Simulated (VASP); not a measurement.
Data:

```
CELL_PARAMETERS angstrom
      0.00000     3.09170     3.09170
      3.09170     0.00000     3.09170
      3.09170     3.09170     0.00000
ATOMIC_POSITIONS crystal
  Cd 0.00000 0.00000 0.00000
  Se 0.25000 0.25000 0.25000
```

Calculation: optB88-vdW, VASP's PBE PAW potentials (set 64) (plane waves; VASP). Numerical set-up: 520 eV cut-off, 8×8×8 Γ-centred mesh, tetrahedra with Blöchl corrections, potentials Cd Se.

Tabulate the total density of states (states/eV per cell) against energy (eV; zero at the valence-band maximum or, without a gap, the Fermi level).

```
E (eV) | DOS (states/eV)
    -9.95 |  0.00
    -9.59 |  0.00
    -9.23 |  0.00
    -8.87 |  0.00
    -8.51 |  0.00
    -8.15 |  0.00
    -7.79 | ############################## 14.1
    -7.43 | ################ 7.61
    -7.07 |  0.09
    -6.71 |  0.00
    -6.47 |  0.00
    -6.11 |  0.00
    -5.75 |  0.00
    -5.39 |  0.00
    -5.03 |  0.00
    -4.67 |  0.00
    -4.31 |  0.00
    -3.95 | ## 0.88
    -3.59 | ### 1.62
    -3.23 | ## 0.70
    -2.87 | # 0.37
    -2.51 | # 0.28
    -2.15 | #### 2.07
    -1.79 | #### 1.91
    -1.43 | ##### 2.56
    -1.07 | ##### 2.52
    -0.71 | ##### 2.15
    -0.35 | ## 0.78
     0.01 |  0.01
     0.37 |  0.00
     0.61 |  0.00
     0.97 |  0.01
     1.33 |  0.03
     1.69 |  0.08
     2.05 |  0.15
     2.41 | # 0.44
     2.77 | ## 0.74
     3.13 | ## 0.84
     3.49 | ### 1.57
     3.85 | ### 1.47
```
Within 2 eV below the valence-band maximum the largest weight inside VASP's projection spheres is Se p.

The compound is CdSe in the zinc blende structure, whereas wurtzite is the usual form. It was relaxed first, which changed the volume by +7 %.
